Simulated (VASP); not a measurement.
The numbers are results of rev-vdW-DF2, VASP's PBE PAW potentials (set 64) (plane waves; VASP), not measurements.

The input files of a VASP run:

### POSCAR
```
Dy
1
    1.7511026611    -3.0329985853     0.0000000000
    1.7511026611     3.0329985853     0.0000000000
    0.0000000000     0.0000000000     5.4170687636
Dy
2
Direct
  0.3333330000   0.6666670000   0.2500000000
  0.6666670000   0.3333330000   0.7500000000
```

INCAR:
```
# general
SYSTEM    =  Dy
PREC      =  Accurate
ENCUT     =  520
LREAL     =  .False.   # projection in real space or not
LASPH     =  .True.

# electronic loop
EDIFF     =  1E-7   # SCF stop (eV)
NELM      =  100
ALGO      =  Normal
LMAXMIX   =  6

# smearing
ISMEAR    =  1   # Methfessel-Paxton
SIGMA     =  0.1

# functional
GGA       =  MK
LUSE_VDW  =  .True.
AGGAC     =  0.0
PARAM1    =  0.1234568
PARAM2    =  0.7114
ZAB_VDW   =  -1.8867

# ions
IBRION    =  2   # conjugate gradients
NSW       =  30   # most ionic steps
ISIF      =  4   # ions and shape, fixed volume
EDIFFG    =  -0.01

# output
LWAVE     =  .False.
LCHARG    =  .False.
```

KPOINTS:
```
Automatic mesh
0
Gamma
12 12 7
0 0 0
```

POTCAR, in this order: Dy_3 (PBE.64 set). Program: vasp_std.

The 4f electrons are frozen in the core of the lanthanide potential, so 4f levels, which can set the real gap, and their magnetism are missing.

Problem. Estimate the energy per atom (σ→0), band gap (on the k-mesh).

Solution. 
The energy per atom (σ→0) comes out as -2.264 eV/atom and the band gap (on the k-mesh) is none (metal, semimetal or under 0.01 eV).

### OSZICAR
```
...
DAV:   1    -0.453169943478E+01   -0.28518E-02   -0.12731E-01  1976   0.272E+00    0.230E-01
DAV:   2    -0.453002496540E+01    0.16745E-02   -0.28500E-03  2541   0.583E-01    0.153E-01
DAV:   3    -0.452925754740E+01    0.76742E-03   -0.95299E-04  2509   0.256E-01    0.777E-02
DAV:   4    -0.452926585495E+01   -0.83075E-05   -0.16037E-04  2761   0.984E-02    0.372E-02
DAV:   5    -0.452926606164E+01   -0.20668E-06   -0.36223E-06  2680   0.147E-02    0.121E-02
DAV:   6    -0.452926583210E+01    0.22954E-06   -0.55747E-07  2640   0.575E-03    0.207E-03
DAV:   7    -0.452926581674E+01    0.15357E-07   -0.50377E-08  1133   0.208E-03
   3 F= -.45292658E+01 E0= -.45289158E+01  d E =-.241529E-02
```

The compound is Dy in the hcp structure. This cell is one point of a volume scan, at 0.94 of the reference volume. Symmetry was kept, so distortions that lower it aren't found.
